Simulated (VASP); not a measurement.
Input:

```yaml
crystal:
  lattice:
    - [3.51551, 0.00000, 0.00000]
    - [-1.75775, 3.04452, 0.00000]
    - [0.00000, 0.00000, 11.31118]
  atoms:
    - { symbol: Ho, position: [0.00000, 0.00000, 0.00000], spin: 4.0 }
    - { symbol: Ho, position: [0.00000, 0.00000, 0.50000], spin: 4.0 }
    - { symbol: Ho, position: [0.33333, 0.66667, 0.25000], spin: 4.0 }
    - { symbol: Ho, position: [0.66667, 0.33333, 0.75000], spin: 4.0 }
```

Level of theory: PBE GGA, VASP's PBE PAW potentials (set 64) (plane waves; VASP). Settings: 300 eV cut-off, 7×7×2 Γ-centred mesh, Fermi-Dirac smearing of 0.10 eV, potentials Ho.

At this cut-off the stress carries a Pulay error, which pulls relaxed volumes low.

Q: Give the stress tensor in GPa (positive for a compressed cell).

A: 
```
2.59  0.00  0.00
0.00  2.59  0.00
0.00  0.00  3.36
```
The pressure is its mean diagonal, 2.85 GPa.

The structure was generated: Ho was put into an ordered model structure, which need not be its known phase. The cell was not relaxed at this level.
